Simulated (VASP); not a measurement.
```yaml
crystal:
  lattice:
    - [0.00000, 2.83433, 2.83433]
    - [2.83433, 0.00000, 2.83433]
    - [2.83433, 2.83433, 0.00000]
  atoms:
    - { symbol: Be, position: [0.00000, 0.00000, 0.00000] }
    - { symbol: Te, position: [0.75000, 0.75000, 0.75000] }
```

Computed with PBE GGA, VASP's PBE PAW potentials (set 64) (plane waves; VASP 6.6.1). Run with 480 eV cut-off, 7×7×7 Γ-centred mesh, Gaussian smearing of 0.050 eV, potentials Be Te.

### Question
Estimate the energy per atom (σ→0).

### Answer

```yaml
energy per atom (σ→0): -3.812 eV/atom
```

Total energies compare only between runs with the same potentials, cut-off and functional.

The compound is BeTe in the zinc blende structure. It was relaxed first. The start is the result of an earlier pass.
